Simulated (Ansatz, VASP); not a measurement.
# CsPbBr3 in two plane-wave programs, part 2 of 2

One calculation is typed for both programs; each brings its own data sets and cutoff. How far apart do they land? The cell is taken from a series of runs on this material, whose earlier steps may have relaxed, scaled, displaced or heated it; both programs get it as it stands.

VASP 6.6.1 and Ansatz 0.2.0.

So far. Step 2 (Ansatz: single point, r2SCAN): The run ends at a pressure of 0.34 GPa. Step 3 (VASP: single point, r2SCAN): The run ends at a pressure of 0.29 GPa.

### Step 5. VASP: single point, PBEsol

Level of this step: PBEsol; plane waves and PAW (Pb_d_GW, Cs_sv_GW, Br_GW) (VASP).

A single point gives forces, pressure and levels at one fixed geometry, so differences don't come from the geometry; what else differs is listed under the comparison. The cell compared in this pair holds 197.39 Å³, against 206.90 Å³ for the pair before.

INCAR

```
SYSTEM = CsPbBr3
PREC = Accurate
ENCUT = 520
EDIFF = 1E-06
NELM = 100
ISMEAR = 0
SIGMA = 0.03
LREAL = .FALSE.
ALGO = Normal
GGA = PS
NBANDS = 29
LORBIT = 11
LWAVE = .FALSE.
LCHARG = .FALSE.
KPAR = 2
ISIF = 2
```

POSCAR

```
CsPbBr3
1.0
    5.8224894400      0.0000000000      0.0000000000
    0.0000000000      5.8224894400      0.0000000000
    0.0000000000      0.0000000000      5.8224894400
Pb Cs Br
1 1 3
Direct
    0.5000000000      0.5000000000      0.5000000000
    0.0000000000      0.0000000000      0.0000000000
    0.5000000000      0.5000000000      0.0000000000
    0.5000000000      0.0000000000      0.5000000000
    0.0000000000      0.5000000000      0.5000000000
```

KPOINTS

```
Automatic mesh
0
Gamma
4 4 4
0 0 0
```

The projector-augmented-wave data sets are Pb_d_GW, Cs_sv_GW and Br_GW (PBE family, release 64).

On the command line:

```sh
$ mpirun -np 2 vasp_std
```

Numbers of over 12 decimals in the logs are rounded to 6 here.

Log:

```text
[banner, memory and clock lines left out]
running    2 mpi-ranks, on    1 nodes
[...]
[... a notice as in an earlier step ...]

 LDA part: xc-table for (Slater+PW92), standard interpolation
 POSCAR, INCAR and KPOINTS ok, starting setup
[...]
entering main loop
       N       E                     dE             d eps       ncg     rms          rms(c)
DAV:   1     0.418500176851E+03    0.41850E+03   -0.21524E+04   886   0.159E+03
DAV:   2     0.271788753280E+02   -0.39132E+03   -0.37715E+03   968   0.424E+02
DAV:   3    -0.164314170634E+02   -0.43610E+02   -0.43237E+02   905   0.133E+02
DAV:   4    -0.189710852109E+02   -0.25397E+01   -0.25276E+01   867   0.335E+01
[...]
DAV:  11    -0.184332926769E+02   -0.21201E-04   -0.11732E-04   897   0.159E-01    0.195E-02
DAV:  12    -0.184332902789E+02    0.23980E-05   -0.32027E-05   851   0.466E-02    0.221E-03
DAV:  13    -0.184332906088E+02   -0.32983E-06   -0.21285E-06   587   0.888E-03
   1 F= -.18433291E+02 E0= -.18433291E+02  d E =-.278458E-18
```

From OUTCAR (step 5):

```text
  Total        0.8357977      0.8357977      0.8357977     -0.0000000     -0.0000000     -0.0000000
  in kB        6.7839968      6.7839968      6.7839968     -0.0000000     -0.0000000     -0.0000000
  external PRESSURE =       6.7839968 kB  Pullay stress =       0.0000000 kB

 POSITION                                       TOTAL-FORCE (eV/Angst)
 -----------------------------------------------------------------------------------
      2.91124      2.91124      2.91124         0.000000      0.000000      0.000000
      0.00000      0.00000      0.00000         0.000000      0.000000      0.000000
      2.91124      2.91124      0.00000         0.000000      0.000000      0.000000
      2.91124      0.00000      2.91124         0.000000      0.000000      0.000000
      0.00000      2.91124      2.91124         0.000000      0.000000      0.000000
 -----------------------------------------------------------------------------------
    total drift:                                0.000000     -0.000000     -0.000000

  FREE ENERGIE OF THE ION-ELECTRON SYSTEM (eV)
  ---------------------------------------------------
  free  energy   TOTEN  =       -18.4332906088 eV

  energy  without entropy=      -18.4332906088  energy(sigma->0) =      -18.43329061

[... 1 part as in an earlier step ...]

[... 2 further parts left out ...]
[key lines of the parts left out:]
E-fermi :   1.4479
```

The run ends at a pressure of 0.68 GPa.

### Step 6. Ansatz: single point, PBEsol

The same cell, functional, mesh and smearing now go to Ansatz, which takes its cutoff from its data sets.

The cell is taken from a series of runs on this material, whose earlier steps may have relaxed, scaled, displaced or heated it; both programs get it as it stands.

input.yaml

```yaml
crystal:
  lattice:
    - [5.82248944, 0.0, 0.0]
    - [0.0, 5.82248944, 0.0]
    - [0.0, 0.0, 5.82248944]
  atoms:
    - { symbol: Pb, position: [0.5, 0.5, 0.5] }
    - { symbol: Cs, position: [0.0, 0.0, 0.0] }
    - { symbol: Br, position: [0.5, 0.5, 0.0] }
    - { symbol: Br, position: [0.5, 0.0, 0.5] }
    - { symbol: Br, position: [0.0, 0.5, 0.5] }
hamiltonian:
  xc: pbesol
  pseudopotentials: { kind: paw }
kpoints:
  mp_grid: { grid: [4, 4, 4] }
scf:
  occupations: { method: gaussian, width: 0.03 }
  n_extra_bands: 5
output:
  forces: true
  stress: true
  eigenvalues: true
```

On the command line:

```sh
$ ansatz run input.yaml --threads 2 --pin off --max-ram 4608MiB --backend cpu --events-out ev --progress --plain --runs-dir out
```

Log:

```text
[...]
Crystal: 5 atoms, lattice volume = 197.390 Å³
Basis set: ecut = 420 eV, 3887 PW (Γ), exchange–correlation on 80×80×80 points (8 copies of the dense FFT grid, shifted against one another)
Bands: 27, of which v1, the nominal top of the filled ones, is band 22 counted from 1 (21 counted from 0)
Symmetry: 48 space group operations
[...]
k-points: 10 of 64
[...]
k-point 0: bands = [... 18 lower, 1.7218, 1.8552, 1.8552, 1.8552, 6.8204, 7.9160, 7.9160, 8.6684, ... 1 higher]
  k-point 1: bands = [... 18 lower, 1.6507, 1.7893, 1.7893, 1.8907, 7.4213, 8.2454, 8.3778, 8.3858, ... 1 higher]
  k-point 2: bands = [... 18 lower, 1.5786, 1.7340, 1.7340, 2.5444, 6.5090, 8.3251, 8.8986, 9.0005, ... 1 higher]
  k-point 9: bands = [... 18 lower, 2.2425, 2.2425, 2.2425, 4.0779, 5.3918, 5.3918, 5.3918, 8.3293, ... 1 higher]
[key lines of the parts left out:]
SCF converged after 6 iterations
Free energy (F): -25556.429472 eV
Fermi energy:    4.734479 eV
P = ⅓ Tr σ = 0.7043 GPa (7.043 kbar)
```

The run ends at a pressure of 0.70 GPa.

### Step 7. Differences

What differs besides the data sets and the points named for the pairs above, as far as they apply: the cutoff is 420 eV in Ansatz and 520 eV in VASP; Ansatz makes its cores anew for this functional, VASP keeps those of its PBE data sets; VASP leaves aspherical gradient terms in its spheres out (LASPH is not set), Ansatz keeps them. Total energies have different zeros and are not compared.

The two programs side by side:

```tsv
quantity	Ansatz	VASP	difference
pressure (GPa)	0.70	0.68	+0.03
gap on the k mesh (eV)	1.314	1.318	-0.004
```

A gap on the mesh is an upper bound, since the band edges may lie between its points; neither run holds spin-orbit coupling, which can move the band edges of a compound of Pb. Ansatz's pressure holds a Pulay correction of 0.01 GPa; VASP's holds none.

### Step 8. What came out

* difference in gap on the k mesh (single point, r2SCAN): -0.011 eV
* difference in gap on the k mesh (single point, PBEsol): -0.0037 eV

**Reading.** The difference in gap on the k mesh is -0.011 eV (single point, r2SCAN), within the 0.08 eV picked in this series as the mark of a large difference. How closely two codes agree says nothing of how well the functional describes the real material.

[Lines on the potential files, build, host, timing and source positions are cut from VASP's logs without a mark.]

[Logs are printed without paths, hosts, clocks, repeated set-up lines and the standing remarks that a program may print on its own settings, such as how far it seeks lower states.]

[Hosts, paths, dates, database ids (printed as entryN), source tags and the programs' standing remarks are cut or masked in the printed files.]
